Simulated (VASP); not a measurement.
Computed with PBEsol GGA, VASP's PBE PAW potentials (set 64) (plane waves; VASP 6.6.1).

Input for VASP

INCAR:
```
# general
SYSTEM =Al3Sc
PREC   =Accurate
ENCUT  =400
LREAL  =.FALSE.   # projection in real space or not
LASPH  =.TRUE.

# electronic loop
EDIFF  =1E-6
NELM   =100   # most electronic steps
ALGO   =Normal   # blocked Davidson
LMAXMIX=4   # l cut-off of mixed one-centre charges

# smearing
ISMEAR =1   # Methfessel-Paxton
SIGMA  =0.1

# functional
GGA    =PS   # PBEsol

# ions
IBRION =2
NSW    =60   # most ionic steps
ISIF   =3
EDIFFG =-0.02

# output
LWAVE  =.FALSE.
LCHARG =.FALSE.
```

KPOINTS:
```
kpoints
0
Gamma
 7 7 7
```

**POSCAR**
```
Al3Sc
1
    4.0715236001    -0.0000000000    -0.0000000000
   -0.0000000000     4.0715236001    -0.0000000000
    0.0000000000     0.0000000000     4.0715236001
Sc Al
1 3
Direct
  0.0000000000   0.0000000000   0.0000000000
  0.0000000000   0.5000000000   0.5000000000
  0.5000000000   0.0000000000   0.5000000000
  0.5000000000   0.5000000000   0.0000000000
```

POTCAR, in this order: Sc_sv Al (PBE.64 set). Program: vasp_std.

Q: Predict the energy per atom (σ→0), band gap (on the k-mesh).

A: 
```
Property                                                     Value
------------------------  ----------------------------------------
energy per atom (σ→0)                               -5.190 eV/atom
band gap (on the k-mesh)  none (metal, semimetal or under 0.01 eV)
```

File OSZICAR:
```
...
DAV:   7    -0.207887457989E+02    0.59752E-01   -0.93408E-02   628   0.257E+00    0.189E+00
DAV:   8    -0.207622198216E+02    0.26526E-01   -0.39089E-02   864   0.171E+00    0.234E-01
DAV:   9    -0.207617225436E+02    0.49728E-03   -0.30010E-03   698   0.479E-01    0.938E-02
DAV:  10    -0.207616712081E+02    0.51336E-04   -0.18827E-04   822   0.120E-01    0.792E-02
DAV:  11    -0.207616710224E+02    0.18564E-06   -0.36447E-05   832   0.414E-02    0.699E-02
DAV:  12    -0.207616622802E+02    0.87422E-05   -0.29373E-05   890   0.469E-02    0.430E-03
DAV:  13    -0.207616623587E+02   -0.78530E-07   -0.57585E-07   378   0.639E-03
   1 F= -.20761662E+02 E0= -.20761109E+02  d E =-.207617E+02
```

The compound is Al3Sc in the L1_2 structure. It was relaxed first. The start is the result of an earlier pass.
